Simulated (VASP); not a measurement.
Energy against volume of La₂O₃ (a-type). All values below come from revPBE GGA, VASP's PBE PAW potentials (set 64) (plane waves; VASP). Numerical set-up: 520 eV cut-off, 7×7×4 Γ-centred mesh, Gaussian smearing of 0.050 eV, potentials La O.

Shape and ions are relaxed at each volume.

```csv
V (Å³/atom),E (eV/atom)
16.421,-8.02530
16.929,-8.03114
17.437,-8.02704
17.945,-8.01441
```

**Question.** Fit these four points and predict the energy of the run at 15.914 Å³/atom.

**Answer.** A cubic in V^(−2/3), the third-order Birch-Murnaghan form, passes through the four points with V0 = 16.96 Å³/atom and B0 = 103 GPa, and gives -8.0079 eV/atom there. The run gave -8.0080 eV/atom, -0.1 meV/atom from the fit; all five points give B0 = 103 GPa.

The compound is La2O3 in the a-type structure. It was relaxed first.
